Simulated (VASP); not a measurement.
Output of a VASP run:

**OSZICAR**
```
...
DAV:   3    -0.934409167156E+01   -0.51177E+01   -0.50841E+01   497   0.432E+01
DAV:   4    -0.944431646596E+01   -0.10022E+00   -0.10018E+00   592   0.736E+00
DAV:   5    -0.944550664940E+01   -0.11902E-02   -0.11902E-02   510   0.743E-01    0.114E+01
DAV:   6    -0.942842457310E+01    0.17082E-01   -0.20356E-02   467   0.968E-01    0.725E+00
DAV:   7    -0.942592710965E+01    0.24975E-02   -0.44294E-02   457   0.146E+00    0.312E-01
DAV:   8    -0.942520861130E+01    0.71850E-03   -0.78637E-03   442   0.562E-01    0.147E-01
DAV:   9    -0.942525348177E+01   -0.44870E-04   -0.21778E-04   570   0.115E-01    0.883E-02
DAV:  10    -0.942528942327E+01   -0.35941E-04   -0.51365E-05   458   0.518E-02    0.187E-02
DAV:  11    -0.942528724793E+01    0.21753E-05   -0.10610E-05   462   0.213E-02    0.526E-03
DAV:  12    -0.942528760637E+01   -0.35845E-06   -0.84720E-07   251   0.671E-03
   1 F= -.94252876E+01 E0= -.94252876E+01  d E =-.942529E+01
       N       E                     dE             d eps       ncg     rms          rms(c)
DAV:   1    -0.942671607567E+01   -0.14288E-02   -0.30229E-02   442   0.882E-01    0.151E-01
DAV:   2    -0.942613499591E+01    0.58108E-03   -0.94694E-04   457   0.197E-01    0.888E-02
DAV:   3    -0.942590432647E+01    0.23067E-03   -0.36099E-04   472   0.982E-02    0.393E-02
DAV:   4    -0.942587863877E+01    0.25688E-04   -0.66189E-05   505   0.417E-02    0.654E-02
DAV:   5    -0.942587797170E+01    0.66707E-06   -0.47120E-06   457   0.149E-02
   2 F= -.94258780E+01 E0= -.94258780E+01  d E =-.590365E-03
       N       E                     dE             d eps       ncg     rms          rms(c)
DAV:   1    -0.942614307935E+01   -0.26444E-03   -0.66383E-03   442   0.413E-01    0.718E-02
DAV:   2    -0.942601492528E+01    0.12815E-03   -0.20745E-04   457   0.921E-02    0.404E-02
DAV:   3    -0.942596531693E+01    0.49608E-04   -0.79772E-05   477   0.462E-02    0.194E-02
DAV:   4    -0.942596031346E+01    0.50035E-05   -0.14707E-05   500   0.197E-02    0.312E-02
DAV:   5    -0.942596011484E+01    0.19863E-06   -0.89956E-07   246   0.715E-03
   3 F= -.94259601E+01 E0= -.94259601E+01  d E =-.672508E-03
       N       E                     dE             d eps       ncg     rms          rms(c)
DAV:   1    -0.942646361250E+01   -0.50330E-03   -0.17737E-02   447   0.700E-01    0.147E-01
DAV:   2    -0.942641071927E+01    0.52893E-04   -0.41919E-04   477   0.133E-01    0.405E-02
DAV:   3    -0.942638945813E+01    0.21261E-04   -0.30275E-05   517   0.363E-02    0.300E-02
DAV:   4    -0.942638398342E+01    0.54747E-05   -0.22317E-05   457   0.301E-02    0.646E-03
DAV:   5    -0.942638446506E+01   -0.48165E-06   -0.25115E-06   373   0.967E-03
   4 F= -.94263845E+01 E0= -.94263845E+01  d E =-.424350E-03
       N       E                     dE             d eps       ncg     rms          rms(c)
DAV:   1    -0.942691803410E+01   -0.53405E-03   -0.55801E-02   447   0.124E+00    0.265E-01
DAV:   2    -0.942675488720E+01    0.16315E-03   -0.13146E-03   487   0.236E-01    0.700E-02
DAV:   3    -0.942668885941E+01    0.66028E-04   -0.96077E-05   507   0.646E-02    0.509E-02
DAV:   4    -0.942667379315E+01    0.15066E-04   -0.69504E-05   457   0.532E-02    0.115E-02
DAV:   5    -0.942667531004E+01   -0.15169E-05   -0.78844E-06   462   0.170E-02    0.776E-03
DAV:   6    -0.942667545122E+01   -0.14118E-06   -0.16104E-07   226   0.347E-03
   5 F= -.94266755E+01 E0= -.94266755E+01  d E =-.715336E-03
```

File OUTCAR:
```
------------------------ aborting loop because EDIFF is reached ----------------------------------------
  FORCE on cell =-STRESS in cart. coord.  units (eV):
  Direction    XX          YY          ZZ          XY          YZ          ZX
  --------------------------------------------------------------------------------------
  Total       -0.0246571     -0.0246571     -0.0217289      0.0000000     -0.0000000     -0.0000000
  in kB       -0.3724766     -0.3724765     -0.3282424      0.0000000     -0.0000000     -0.0000000
  external PRESSURE =      -0.3577318 kB  Pullay stress =       0.0000000 kB
  volume of cell :      106.06
      direct lattice vectors                 reciprocal lattice vectors
     2.267159327 -3.926834828  0.000000000     0.220540301 -0.127329012  0.000000000
     2.267159327  3.926834828 -0.000000000     0.220540301  0.127329012  0.000000000
    -0.000000000  0.000000000  5.956598277    -0.000000000  0.000000000  0.167881055
 POSITION                                       TOTAL-FORCE (eV/Angst)
 -----------------------------------------------------------------------------------
      2.87091     -2.88110      3.97107         0.003513      0.006084      0.000000
      3.32681      0.00000      0.00000        -0.007026      0.000000     -0.000000
      2.87091      2.88110      1.98553         0.003513     -0.006084     -0.000000
 -----------------------------------------------------------------------------------
    total drift:                               -0.000173     -0.000399      0.000013
  FREE ENERGIE OF THE ION-ELECTRON SYSTEM (eV)
  ---------------------------------------------------
  free  energy   TOTEN  =        -9.4266754512 eV

  energy  without entropy=       -9.4266754512  energy(sigma->0) =       -9.42667545

 reached required accuracy - stopping structural energy minimisation
```
(Selected blocks of OUTCAR.)

**POSCAR**
```
Te
1
    2.2827642130    -3.9538632763    -0.0000000000
    2.2827642130     3.9538632763     0.0000000000
    0.0000000000    -0.0000000000     5.9064948916
Te
3
Direct
  0.0000000000   0.2668422996   0.6666670000
  0.7331577004   0.7331577004   0.0000000000
  0.2668422996   0.0000000000   0.3333330000
```

Task: Write an INCAR and KPOINTS that could have produced this output.

Result: Several could match; the one computed here: the input of the run itself, PBE GGA, plane waves, VASP's PBE PAW potentials (set 64).

KPOINTS:
```
Regular mesh
0
gamma
 5 5 4
```

**INCAR**
```
SYSTEM  =  Te
PREC  =  Accurate; ENCUT  =  400; LREAL  =  F
LASPH  =  T
EDIFF  =  1E-6; NELM  =  100; ALGO  =  Normal
LMAXMIX  =  4
ISMEAR  =  0; SIGMA  =  0.05
GGA  =  PE
IBRION  =  2; NSW  =  60; ISIF  =  3
EDIFFG  =  -0.02
LWAVE  =  F; LCHARG  =  F
```

POTCAR, in this order: Te (PBE.64 set). Program: vasp_std.

The compound is Te in the trig structure. This run relaxes it. Symmetry was kept, so distortions that lower it aren't found. The start is the result of an earlier pass.
